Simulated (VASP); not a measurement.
## VASP inputs for LaCuTe₂ (strained I-III-VI2 or I-V-VI2 ordering on rocksalt lattice)

INCAR

```
NSW = 0
LASPH = .TRUE.
NBANDS = 25
NELM = 120
ENCUT = 520
ISMEAR = -1
ISIF = 2
LWAVE = .FALSE.
SIGMA = 0.02
EDIFF = 1E-7
GGA = PE
LCHARG = .FALSE.
IBRION = -1
PREC = Accurate
LREAL = .FALSE.
```

KPOINTS

```
KPOINTS created by Atomic Simulation Environment
0
Gamma
6 6 6
0 0 0
```

KPOINTS_OPT

```
special points
10
Reciprocal
0.0000000000 0.0000000000 0.0000000000 1
0.5000000000 0.5000000000 0.5000000000 1
0.8089040969 0.1910959031 0.5000000000 1
0.5000000000 -0.1910959031 0.1910959031 1
0.5000000000 0.0000000000 0.0000000000 1
0.3455479515 -0.3455479515 0.0000000000 1
0.6544520485 0.0000000000 0.3455479515 1
0.5000000000 0.0000000000 0.5000000000 1
0.5772260242 0.0000000000 0.4227739758 1
0.0000000000 0.5000000000 0.5000000000 1
```

POSCAR

```
Cu La Te
 1.0000000000000000
     2.2378723224936015    1.2920361878036941    7.0870158004999997
    -2.2378723224936015    1.2920361878036941    7.0870158004999997
     0.0000000000000000   -2.5840723756073882    7.0870158004999997
 Cu  La  Te
   1   1   2
Cartesian
  2.2378723224936015  1.2920361878036941  7.0870158004999997
 -0.0000000000000000 -0.0000000000000001 10.6305237007500022
 -0.0000000000000000 -0.0000000000000000  5.5244088024917817
 -0.0000000000000001 -0.0000000000000001 15.7366385990082183
```

VASP ran with the recommended PBE PAW datasets (34 valence electrons in the cell).

Task: What does this run give?

Result: gap between bands v and c 0.70 eV; least direct gap 1.18 eV; pressure -2.0 GPa; largest force 0.05 eV/Å.

Band v is the last that the valence electrons fill when counted band by band, and c is the next. Levels in eV from the top of v:

```json
{"point": "Γ", "v−1": "-0.65", "v": "-0.37", "c": "1.36", "c+1": "1.80"}
{"point": "T", "v−1": "0.00", "v": "0.00", "c": "1.68", "c+1": "1.81"}
{"point": "H_2", "v−1": "-0.52", "v": "-0.21", "c": "1.45", "c+1": "1.63"}
{"point": "H_0", "v−1": "-0.52", "v": "-0.21", "c": "1.45", "c+1": "1.63"}
{"point": "L", "v−1": "-0.29", "v": "-0.07", "c": "1.21", "c+1": "1.88"}
{"point": "S_0", "v−1": "-0.58", "v": "-0.23", "c": "1.44", "c+1": "1.74"}
{"point": "S_2", "v−1": "-0.58", "v": "-0.23", "c": "1.44", "c+1": "1.74"}
{"point": "F", "v−1": "-0.63", "v": "-0.50", "c": "0.70", "c+1": "1.49"}
```
